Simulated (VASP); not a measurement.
All values below come from LDA (Ceperley-Alder, Perdew-Zunger), VASP's LDA PAW potentials (set 64) (plane waves; VASP).

VASP ran on this input.

### KPOINTS
```
Automatic mesh
0
Gamma
8 8 8
0 0 0
```

INCAR:
```
SYSTEM = CdSe
PREC = Accurate
ENCUT = 500
EDIFF = 1E-6
NELM = 100
ALGO = Normal
LREAL = .FALSE.
LASPH = .TRUE.
ISMEAR = 0
SIGMA = 0.05
LMAXMIX = 4
LWAVE = .FALSE.
LCHARG = .FALSE.
IBRION = 2
ISIF = 3
NSW = 40
EDIFFG = -0.02
PSTRESS = 50
```

File POSCAR:
```
CdSe
1.0
  0.0000000000   3.0120523567   3.0120523567
  3.0120523567   0.0000000000   3.0120523567
  3.0120523567   3.0120523567   0.0000000000
Cd Se
1 1
Cartesian
  0.0000000000   0.0000000000   0.0000000000
  1.5060261783   1.5060261783   1.5060261783
```

POTCAR, in this order: Cd Se (LDA.64 set). Program: vasp_std.

Q: What will the output report for the number of irreducible k-points (NKPTS), largest plane-wave count, number of space-group operations, FFT grid (NGX, NGY, NGZ)?

A: 
| Property | Value |
|---|---|
| number of irreducible k-points (NKPTS) | 29 |
| largest plane-wave count | 1411 |
| number of space-group operations | 24 |
| FFT grid (NGX, NGY, NGZ) | 32 × 32 × 32 |

The compound is CdSe in the zinc blende structure, whereas wurtzite is the usual form. This run relaxes it under an external pressure of 5 GPa. Symmetry was kept, so distortions that lower it aren't found.
